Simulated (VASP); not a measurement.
Calculation: PW91 GGA, VASP's PBE PAW potentials (set 64) (plane waves; VASP 6.6.1).

A VASP calculation is set up with these files.

POSCAR:
```
MgO
1
   -0.0000000000     2.1212630000     2.1212630000
    2.1212630000    -0.0000000000     2.1212630000
    2.1212630000     2.1212630000    -0.0000000000
Mg O
1 1
Direct
  0.0000000000   0.0000000000   0.0000000000
  0.5000000000   0.5000000000   0.5000000000
```

KPOINTS:
```
Automatic
0
gamma
10 10 10
```

INCAR:
```
ALGO = Normal
EDIFF = 1E-6
EDIFFG = -0.01
ENCUT = 520
GGA = 91
IBRION = 2
ISIF = 3
ISMEAR = 0
LASPH = .TRUE.
LCHARG = .FALSE.
LREAL = .FALSE.
LWAVE = .FALSE.
NELM = 100
NSW = 60
PREC = Accurate
SIGMA = 0.05
SYSTEM = MgO
```

POTCAR, in this order: Mg O (PBE.64 set). Program: vasp_std.

**Question.** Predict the energy per atom (σ→0), band gap (on the k-mesh).

**Answer.** 
energy per atom (σ→0): -6.019 eV/atom
band gap (on the k-mesh): 4.57 eV

OSZICAR:
```
...
DAV:   5    -0.136652228169E+02   -0.29590E-06   -0.29590E-06   984   0.118E-02    0.735E+00
DAV:   6    -0.120646905609E+02    0.16005E+01   -0.10718E+01   752   0.229E+01    0.232E+00
DAV:   7    -0.120463884812E+02    0.18302E-01   -0.53884E-02   800   0.274E+00    0.132E+00
DAV:   8    -0.120384816606E+02    0.79068E-02   -0.24246E-02   768   0.236E+00    0.161E-01
DAV:   9    -0.120383641550E+02    0.11751E-03   -0.38695E-04  1088   0.180E-01    0.779E-02
DAV:  10    -0.120384419312E+02   -0.77776E-04   -0.10285E-04   768   0.108E-01    0.433E-03
DAV:  11    -0.120384418909E+02    0.40300E-07   -0.15197E-06   928   0.938E-03
   1 F= -.12038442E+02 E0= -.12038442E+02  d E =-.120384E+02
```

The compound is MgO in the rock salt structure. It was relaxed first. The start is the result of an earlier pass.
